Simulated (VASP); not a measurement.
A VASP calculation is set up with these files.

**KPOINTS**
```
kpoints
0
Gamma
 8 8 2
```

### POSCAR
```
WS2
1
    3.1842200000     0.0000000000     0.0000000000
   -1.5921100000     2.7576150000     0.0000000000
    0.0000000000     0.0000000000    12.9782800000
W S
2 4
Direct
  0.2952840000   0.6296950000   0.2464380000
  0.6465870000   0.3280200000   0.7588910000
  0.3440120000   0.6682710000   0.6358650000
  0.7028810000   0.3560230000   0.3577490000
  0.6890330000   0.3650650000   0.1288760000
  0.3222030000   0.6529270000   0.8721810000
```

INCAR:
```
PREC = Accurate
NELM = 100   # most electronic steps
NSW = 50
EDIFFG = -0.01
LWAVE = .False.
IBRION = 2   # conjugate gradients
GGA = PE
EDIFF = 1E-6
SIGMA = 0.01   # width (eV)
ENCUT = 300   # plane-wave cut-off (eV)
LMAXMIX = 6   # l cut-off of mixed one-centre charges
LCHARG = .False.
ALGO = Normal   # blocked Davidson
ISMEAR = 0
SYSTEM = WS2
LREAL = .False.   # projection in real space or not
ISIF = 3   # ions, shape and volume
LASPH = .True.   # aspherical one-centre terms
```

POTCAR, in this order: W_sv S (PBE.64 set). Program: vasp_std.

**Question.** Write an equivalent input for Ansatz.

**Answer.** One equivalent input (not run):
Ansatz 0.2 input:
```yaml
crystal:
  lattice:
    - [3.1842200, 0.0000000, 0.0000000]
    - [-1.5921100, 2.7576150, 0.0000000]
    - [0.0000000, 0.0000000, 12.9782800]
  atoms:
    - { symbol: W, position: [0.2952840, 0.6296950, 0.2464380] }
    - { symbol: W, position: [0.6465870, 0.3280200, 0.7588910] }
    - { symbol: S, position: [0.3440120, 0.6682710, 0.6358650] }
    - { symbol: S, position: [0.7028810, 0.3560230, 0.3577490] }
    - { symbol: S, position: [0.6890330, 0.3650650, 0.1288760] }
    - { symbol: S, position: [0.3222030, 0.6529270, 0.8721810] }
kpoints:
  mp_grid: { grid: [8, 8, 2] }
hamiltonian:
  xc: pbe
  pseudopotentials: { kind: paw }
scf:
  occupations: { method: gaussian, width: 0.01 }
  max_iter: 100
relax:
  max_steps: 50
  f_tol: 0.01
  cell: {}
output: { forces: true, stress: true, eigenvalues: true }
```
What does not carry over: each code has its own PAW files, so the cut-off isn't converted (ENCUT is set for VASP's; basis.ecutwfc is left out, and Ansatz then takes the one that its files recommend); Ansatz stops its SCF on the density residual and VASP on the energy change (EDIFF).

The structure comes from a computed database's WS2 entry; how it stands against other phases isn't given here. This run relaxes it. The run is one of a series of settings (EDIFFG = -0.01, IBRION = 2, ISIF = 3, NSW = 50 against the base run), some of them coarse on purpose.
